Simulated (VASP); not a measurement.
The system is Mo.

```xyz
1
Lattice="-1.5734 1.5734 1.5734 1.5734 -1.5734 1.5734 1.5734 1.5734 -1.5734" Properties=species:S:1:pos:R:3 pbc="T T T"
Mo    0.0000    0.0000    0.0000
```

| Quantity | Value |
| --- | --- |
| Program | VASP 6.6.1 |
| Task | relaxation of cell and atoms |
| Functional | PBE |
| Potentials or basis | VASP PAW PBE potentials, release 64 (Mo_sv) |
| Cutoff | 600 eV |
| k mesh | 18 × 18 × 18 |
| Occupations | gaussian, width 0.1 eV |
| Spin | no spin polarisation |

At the start: pressure 3.9 GPa; volume 15.58 Å³/atom.

Q: How do energy, volume and symmetry change on relaxing?

A: Over 4 steps the energy falls by 2.7 meV/atom and the volume is 15.81 Å³/atom (+1.4 %); space group Im-3m (No. 229, to 0.05 Å).

Step by step:
```csv
step,energy change (eV),largest force (eV/Å),pressure (GPa),volume (Å³)
1,0.0000,0.0000,3.89,15.58
2,0.0169,0.0000,-9.47,16.45
3,-0.0027,0.0000,-0.05,15.81
4,-0.0027,0.0000,0.02,15.81
```

Final structure:
```cif
data_structure
_symmetry_space_group_name_H-M 'P 1'
_symmetry_Int_Tables_number 1
_cell_length_a 2.7383
_cell_length_b 2.7383
_cell_length_c 2.7383
_cell_angle_alpha 109.471
_cell_angle_beta 109.471
_cell_angle_gamma 109.471
_cell_volume 15.81
loop_
_atom_site_label
_atom_site_type_symbol
_atom_site_fract_x
_atom_site_fract_y
_atom_site_fract_z
_atom_site_occupancy
Mo1 Mo 0.00000 0.00000 0.00000 1
```
